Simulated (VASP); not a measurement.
# Hf3SnS4 (P-3m1) in VASP: single point with r2SCAN

Aim: the single point of Hf3SnS4 with r2SCAN.

Program: VASP 6.6.1. These are calculated values, not measurements. Logs are shortened: lines on timing, memory, paths and dates and some standing lists are left out, and cuts for length are marked.

**1. Starting point**

The structure is trigonal, space group P-3m1 (No. 164). The conventional cell has a = 3.611 Å, b = 3.611 Å, c = 17.743 Å, α = 90.00°, β = 90.00°, γ = 120.00°. Hf (site symmetry -3m) has 6 S at 2.55 Å as nearest neighbours. Hf (site symmetry 3m) is surrounded by 3 S at 2.50 Å. Around Sn (site symmetry -3m) lie 6 Hf at 3.04 Å. Around S (site symmetry 3m) lie 3 Hf at 2.55 Å. S (site symmetry 3m) is surrounded by 3 Hf at 2.50 Å.

The cell was built by a generator and needn't be a form met in nature.

**2. Single point, r2SCAN**

INCAR

```
  PREC = Accurate
  ENCUT = 520
  EDIFF = 1E-6
  ISMEAR = 0
  SIGMA = 0.1
  LREAL = F
  LASPH = T
  NELM = 150
  ALGO = Normal
  ISIF = 2
  LWAVE = F
  LCHARG = F
  METAGGA = R2SCAN
  LMIXTAU = T
  NBANDS = 44
  KPAR = 4
```

KPOINTS

```
Automatic mesh
0
Gamma
  10 10 2
```

POSCAR

```
Hf3SnS4
1.0
    3.6105610000      0.0000000000      0.0000000000
   -1.8052810000      3.1268380000      0.0000000000
    0.0000000000      0.0000000000     17.7426700000
Hf Sn S
3 1 4
Direct
    0.0000000000      0.0000000000      0.0000000000
    0.6666670000      0.3333330000      0.6249570000
    0.3333330000      0.6666670000      0.3750430000
    0.0000000000      0.0000000000      0.5000000000
    0.6666670000      0.3333330000      0.9176350000
    0.3333330000      0.6666670000      0.0823650000
    0.3333330000      0.6666670000      0.7025830000
    0.6666670000      0.3333330000      0.2974170000
```

Potentials or basis: VASP PAW PBE potentials, release 64 (Hf_pv, Sn_d, S).

Command:

```sh
$ cat potpaw_PBE.64/Hf_pv/POTCAR potpaw_PBE.64/Sn_d/POTCAR potpaw_PBE.64/S/POTCAR > POTCAR
$ mpirun -np 4 vasp_std > vasp.out
```

OUTCAR:

```text
PREC = Accurate
   ENCUT = 520
   EDIFF = 1E-6
   ISMEAR = 0
   LREAL = F
   LASPH = T
   NELM = 150
   ISIF = 2
   METAGGA = R2SCAN

 ion  position               nearest neighbor table
   1  0.000  0.000  0.000-   5 2.55   6 2.55   5 2.55   6 2.55   5 2.55   6 2.55
   2  0.667  0.333  0.625-   7 2.50   7 2.50   7 2.50   4 3.04   4 3.04   4 3.04
   3  0.333  0.667  0.375-   8 2.50   8 2.50   8 2.50   4 3.04   4 3.04   4 3.04
   4  0.000  0.000  0.500-   2 3.04   3 3.04   2 3.04   3 3.04   2 3.04   3 3.04
   5  0.667  0.333  0.918-   1 2.55   1 2.55   1 2.55
   6  0.333  0.667  0.082-   1 2.55   1 2.55   1 2.55
   7  0.333  0.667  0.703-   2 2.50   2 2.50   2 2.50
   8  0.667  0.333  0.297-   3 2.50   3 2.50   3 2.50

  LATTYP: Found a hexagonal cell.
 ALAT       =     3.6105610000
 C/A-ratio  =     4.9141033762

  Lattice vectors:

 A1 = (   3.6105610000,   0.0000000000,   0.0000000000)
 A2 = (  -1.8052810000,   3.1268380000,   0.0000000000)
 A3 = (   0.0000000000,   0.0000000000,  17.7426700000)

Analysis of symmetry for initial positions (statically):
=====================================================================
 Subroutine PRICEL returns:
 Original cell was already a primitive cell.

 Routine SETGRP: Setting up the symmetry group for a
 hexagonal supercell.

 Subroutine GETGRP returns: Found 12 space group operations
 (whereof 12 operations were pure point group operations)
 out of a pool of 24 trial point group operations.

The static configuration has the point symmetry D_3d.

Analysis of symmetry for dynamics (positions and initial velocities):
=====================================================================
 Subroutine PRICEL returns:
 Original cell was already a primitive cell.

 Routine SETGRP: Setting up the symmetry group for a
 hexagonal supercell.

 Subroutine GETGRP returns: Found 12 space group operations
 (whereof 12 operations were pure point group operations)
 out of a pool of 24 trial point group operations.

The dynamic configuration has the point symmetry D_3d.

 Subroutine INISYM returns: Found 12 space group operations
 (whereof 12 operations are pure point group operations),
 and found     1 'primitive' translations

----------------------------------------------------------------------------------------

                                     Primitive cell

  volume of cell :     200.3083

  direct lattice vectors                    reciprocal lattice vectors
     3.610561000  0.000000000  0.000000000     0.276965269  0.159905994  0.000000000
    -1.805281000  3.126838000  0.000000000     0.000000000  0.319811899  0.000000000
     0.000000000  0.000000000 17.742670000     0.000000000  0.000000000  0.056361303

  length of vectors
     3.610561000  3.610561642 17.742670000     0.319811956  0.319811899  0.056361303

  position of ions in fractional coordinates (direct lattice)
     0.000000000  0.000000000  0.000000000
     0.666667000  0.333333000  0.624957000
     0.333333000  0.666667000  0.375043000
     0.000000000  0.000000000  0.500000000
     0.666667000  0.333333000  0.917635000
     0.333333000  0.666667000  0.082365000
     0.333333000  0.666667000  0.702583000
     0.666667000  0.333333000  0.297417000

  ion indices of the primitive-cell ions
   primitive index   ion index
                 1           1
                 2           2
                 3           3
                 4           4
                 5           5
                 6           6
                 7           7
                 8           8

----------------------------------------------------------------------------------------

 KPOINTS: Automatic mesh

Automatic generation of k-mesh.
 Grid dimensions read from file:
 generate k-points for:   10   10    2

 Generating k-lattice:

  Cartesian coordinates                     Fractional coordinates (reciprocal lattice)
     0.027696527  0.015990599  0.000000000     0.100000000  0.000000000  0.000000000
     0.000000000  0.031981190  0.000000000     0.000000000  0.100000000  0.000000000
     0.000000000  0.000000000  0.028180652     0.000000000  0.000000000  0.500000000

  Length of vectors
     0.031981196  0.031981190  0.028180652

  Shift w.r.t. Gamma in fractional coordinates (k-lattice)
     0.000000000  0.000000000  0.000000000

 Subroutine IBZKPT returns following result:
 ===========================================

 Found     28 irreducible k-points:

 Following reciprocal coordinates:
            Coordinates               Weight
  0.000000  0.000000  0.000000      1.000000
  0.100000 -0.000000  0.000000      6.000000
  0.200000 -0.000000  0.000000      6.000000
  0.300000  0.000000  0.000000      6.000000
  0.400000 -0.000000  0.000000      6.000000
  0.500000  0.000000  0.000000      3.000000
[... 16 lines left out ...]
  0.300000  0.100000  0.500000     12.000000
  0.400000  0.100000  0.500000     12.000000
 [... further k-points ...]
   k-points           NKPTS =     28   k-points in BZ     NKDIM =     28   number of bands    NBANDS=     44
   number of dos      NEDOS =    301   number of ions     NIONS =      8
   total plane-waves  NPLWV = 109760
   dimension x,y,z NGX =    28 NGY =   28 NGZ =  140
   dimension x,y,z NGXF=    56 NGYF=   56 NGZF=  280
   ions per type =               3   1   4
   NGX,Y,Z   is equivalent  to a cutoff of  12.89, 12.89, 13.12 a.u.
   NGXF,Y,Z  is equivalent  to a cutoff of  25.78, 25.78, 26.24 a.u.
 SYSTEM =  unknown system
   PREC   = accura    normal or accurate (medium, high low for compatibility)
   ISTART =      0    job   : 0-new  1-cont  2-samecut
   ICHARG =      2    charge: 1-file 2-atom 10-const
   ISPIN  =      1    spin polarized calculation?
   LNONCOLLINEAR =      F non collinear calculations
   LSORBIT =      F    spin-orbit coupling
   LASPH  =      T    aspherical Exc in radial PAW
   ENCUT  =  520.0 eV  38.22 Ry    6.18 a.u.   6.71  6.71 32.99*2*pi/ulx,y,z
   NELM   =    150;   NELMIN=  2; NELMDL= -5     # of ELM steps
   EDIFF  = 0.1E-05   stopping-criterion for ELM
   LREAL  =      F    real-space projection
   EDIFFG = 0.1E-04   stopping-criterion for IOM
   NSW    =      0    number of steps for IOM
   IBRION =     -1    ionic relax: 0-MD 1-quasi-New 2-CG
   NFREE  =      0    steps in history (QN), initial steepest desc. (CG)
   ISIF   =      2    stress and relaxation
   ISYM   =      2    0-nonsym 1-usesym 2-fastsym
   POTIM  = 0.5000    time-step for ionic-motion
   TEBEG  =    0.0;   TEEND  =   0.0 temperature during run
   PSTRESS=    0.0 pullay stress
   NELECT =      68.0000    total number of electrons
   NUPDOWN=      -1.0000    fix difference up-down
   EMIN   =  10.00;   EMAX   =-10.00  energy-range for DOS
   EFERMI =   0.00;   METHOD = LEGACY
   ISMEAR =     0;   SIGMA  =   0.10  broadening in eV -4-tet -1-fermi 0-gaus
   EFERMI_NEDOS =   21; number of points for ismear=-14 and -15
   IALGO  =     38    algorithm
   IMIX   =      4    mixing-type and parameters
     AMIX     =   0.40;   BMIX     =  1.00
     AMIX_MAG =   1.60;   BMIX_MAG =  1.00
  volume/ion in A,a.u.               =      25.04       168.97
  Fermi-wavevector in a.u.,A,eV,Ry     =   1.142032  2.158127 17.745210  1.304236
  Thomas-Fermi vector in A             =   2.278730
   LORBIT       =      0    0 simple, 1 ext, 2 COOP (PROOUT), +10 PAW based schemes
   METAGGA = R2SCAN    functional components
   LHFCALC =     F    Hartree Fock is set to
   AEXX    =    0.0000 exact exchange contribution
   IVDW    =     0    specifies the selected vdW correction
   LEPSILON=     F    determine dielectric tensor
   LRPA    =     F    only Hartree local field effects (RPA)
 non-spin polarized calculation
 Gauss-broadening in eV      SIGMA  =   0.10
  energy-cutoff  :      520.00
  volume of cell :      200.31
 maximum number of plane-waves:      5426
 NGX is ok and might be reduce to    28
   NGX = 13   NGY = 13   NGZ = 65

 number of electron      68.0000004 magnetization

 Free energy of the ion-electron system (eV)
  ---------------------------------------------------
  ext. energy  EPLUGINS =         0.00000000
  ---------------------------------------------------
  free energy    TOTEN  =      -203.15152965 eV

  energy without entropy =     -203.12621732  energy(sigma->0) =     -203.13887349

 E-fermi :   4.3683     XC(G=0):  -9.9165

 val. band max:        4.3631966517   @ k =   0.3000   0.0000   0.5000
 cond. band min:       4.4077565694   @ k =   0.5000   0.0000   0.0000
 fundamental gap:      0.0445599177
 Fermi energy:         4.3682928844

 k-point     1 :       0.0000    0.0000    0.0000
  band No.  band energies     occupation
      1     -28.8628      2.00000
      2     -28.7573      2.00000
      3     -28.7573      2.00000
      4     -28.6891      2.00000
      5     -28.6826      2.00000
      6     -28.5771      2.00000
[... 36 lines left out ...]
     43       6.5577      0.00000
     44       7.6030      0.00000

 k-point     2 :       0.1000   -0.0000    0.0000
  band No.  band energies     occupation
      1     -28.8588      2.00000
      2     -28.7773      2.00000
      3     -28.7618      2.00000
      4     -28.6857      2.00000
      5     -28.6799      2.00000
      6     -28.5957      2.00000
[... 36 lines left out ...]
     43       6.9149      0.00000
     44       7.6469      0.00000

 k-point     3 :       0.2000   -0.0000    0.0000
  band No.  band energies     occupation
      1     -28.8486      2.00000
      2     -28.8287      2.00000
      3     -28.7734      2.00000
      4     -28.6779      2.00000
      5     -28.6749      2.00000
      6     -28.6436      2.00000
[... 976 lines left out ...]
     43       7.6398      0.00000
     44       8.0524      0.00000

 k-point    24 :       0.4000    0.1000    0.5000
  band No.  band energies     occupation
      1     -28.9513      2.00000
      2     -28.8203      2.00000
      3     -28.8147      2.00000
      4     -28.7648      2.00000
      5     -28.7632      2.00000
      6     -28.6501      2.00000
[... 36 lines left out ...]
     43       7.7004      0.00000
     44       7.9039      0.00000

 [... further k-points ...]

------------------------ aborting loop because EDIFF is reached ----------------------------------------

  FORCE on cell =-STRESS in cart. coord.  units (eV):
  Direction    XX          YY          ZZ          XY          YZ          ZX
  --------------------------------------------------------------------------------------
  -------------------------------------------------------------------------------------
  Total       -1.0636891     -1.0636894     -2.7417810      0.0000002      0.0000000      0.0000000
  in kB       -8.5079758     -8.5079782    -21.9302860      0.0000014      0.0000000      0.0000000
  external PRESSURE =     -12.9820800 kB  Pullay stress =       0.0000000 kB

 VOLUME and BASIS-vectors are now :
 -----------------------------------------------------------------------------
  energy-cutoff  :      520.00
  volume of cell :      200.31
      direct lattice vectors                 reciprocal lattice vectors
     3.610561000  0.000000000  0.000000000     0.276965269  0.159905994  0.000000000
    -1.805281000  3.126838000  0.000000000     0.000000000  0.319811899  0.000000000
     0.000000000  0.000000000 17.742670000     0.000000000  0.000000000  0.056361303

 POSITION                                       TOTAL-FORCE (eV/Angst)
 -----------------------------------------------------------------------------------
      0.00000      0.00000      0.00000        -0.000000      0.000000      0.000000
      1.80528      1.04228     11.08841        -0.000000      0.000000      0.037344
     -0.00000      2.08456      6.65426        -0.000000     -0.000000     -0.037344
      0.00000      0.00000      8.87134        -0.000000      0.000000      0.000000
      1.80528      1.04228     16.28129        -0.000000      0.000000      0.191488
     -0.00000      2.08456      1.46138         0.000000     -0.000000     -0.191488
     -0.00000      2.08456     12.46570        -0.000000     -0.000000     -0.224887
      1.80528      1.04228      5.27697         0.000000      0.000000      0.224887
 -----------------------------------------------------------------------------------
    total drift:                                0.000000      0.000000      0.000000

  FREE ENERGIE OF THE ION-ELECTRON SYSTEM (eV)
  ---------------------------------------------------
  free  energy   TOTEN  =      -203.1515296512 eV

  energy  without entropy=     -203.1262173188  energy(sigma->0) =     -203.13887349
```

It took 23 min on 4 MPI ranks of Intel Xeon Platinum 8375C at 2.90GHz (Ice Lake), shared host; peak memory 0.51 GiB.

What came out:

| Quantity | Value |
| --- | --- |
| Free energy | -203.1515 eV |
| Pressure | -1.3 GPa |
| Largest force | 0.225 eV/Å |
| Band gap on the k mesh | none (metal or under the smearing width) |

Forces on the atoms (eV/Å):
```
Hf   0.000  0.000  0.000
Hf   0.000  0.000  0.037
Hf   0.000  0.000 -0.037
Sn   0.000  0.000  0.000
S    0.000  0.000  0.191
S    0.000  0.000 -0.191
S    0.000  0.000 -0.225
S    0.000  0.000  0.225
```

Caveat: the PAW data sets were made with another functional, which shifts forces and pressure a little. Spin-orbit coupling is left out, which matters for the levels of Hf.
